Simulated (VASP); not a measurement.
Given:

```xyz
2
Lattice="0.0000 2.7132 2.7132 2.7132 0.0000 2.7132 2.7132 2.7132 0.0000" Properties=species:S:1:pos:R:3 pbc="T T T"
Cu     5.4264     5.4264     5.4264
Cl     1.3566     1.3566     1.3566
```

Method: PBE GGA, VASP's PBE PAW potentials (set 64) (plane waves; VASP 6.6.1). Run with 520 eV cut-off, Gaussian smearing of 0.050 eV, potentials Cu Cl.

**Question.** Give the energies of bands 2 to 11 at the high-symmetry points, in eV from the valence-band maximum.

**Answer.** 
```tsv
band	Γ	X	U	L	W
2	-4.90	-6.53	-6.22	-6.58	-6.02
3	-4.90	-5.03	-5.58	-4.89	-5.72
4	-4.90	-5.03	-4.97	-4.89	-5.11
5	-1.45	-1.58	-1.67	-1.38	-1.64
6	-1.45	-1.35	-1.38	-1.38	-1.54
7	0.00	-1.27	-1.30	-1.33	-1.28
8	0.00	-1.07	-1.00	-0.55	-1.09
9	0.00	-1.07	-0.86	-0.55	-0.77
10	0.53	3.46	4.23	2.89	5.07
11	6.75	4.46	5.10	6.76	5.19
```

The gap is direct, 0.53 eV, from the valence maximum at Γ to the conduction minimum at Γ.

Measured: gap 3.39 eV at 2 K (computed value off by -2.86 eV), as given by arXiv:1206.3780.

The compound is CuCl in the zinc blende structure. It was relaxed first.
